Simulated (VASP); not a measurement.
Method: PBE GGA, VASP's PBE PAW potentials (set 64) (plane waves; VASP).

Input for VASP

### POSCAR
```
MgS
1
    0.0000000000     2.6520000000     2.6520000000
    2.6520000000     0.0000000000     2.6520000000
    2.6520000000     2.6520000000     0.0000000000
Mg S
1 1
Direct
  0.0000000000   0.0000000000   0.0000000000
  0.5000000000   0.5000000000   0.5000000000
```

**INCAR**
```
SYSTEM = MgS
PREC = Accurate
ENCUT = 400
EDIFF = 1E-6
NELM = 100
ALGO = Normal
LREAL = .FALSE.
LASPH = .TRUE.
ISMEAR = 0
SIGMA = 0.05
GGA = PE
LWAVE = .FALSE.
LCHARG = .FALSE.
ISIF = 3
IBRION = 2
NSW = 40
EDIFFG = -0.01
```

File KPOINTS:
```
Automatic mesh
0
Gamma
7 7 7
0 0 0
```

POTCAR, in this order: Mg S (PBE.64 set). Program: vasp_std.

Question: What will the output report for the number of irreducible k-points (NKPTS), number of bands (NBANDS), largest plane-wave count, number of space-group operations, FFT grid (NGX, NGY, NGZ)?

Answer: 
```yaml
number of irreducible k-points (NKPTS): 20
number of bands (NBANDS): 8
largest_plane_wave_count: 688
number_of_space_group_operations: 48
FFT grid (NGX, NGY, NGZ): 24 × 24 × 24
```

The compound is MgS in the rock salt structure. This run relaxes it. Symmetry was kept, so distortions that lower it aren't found.
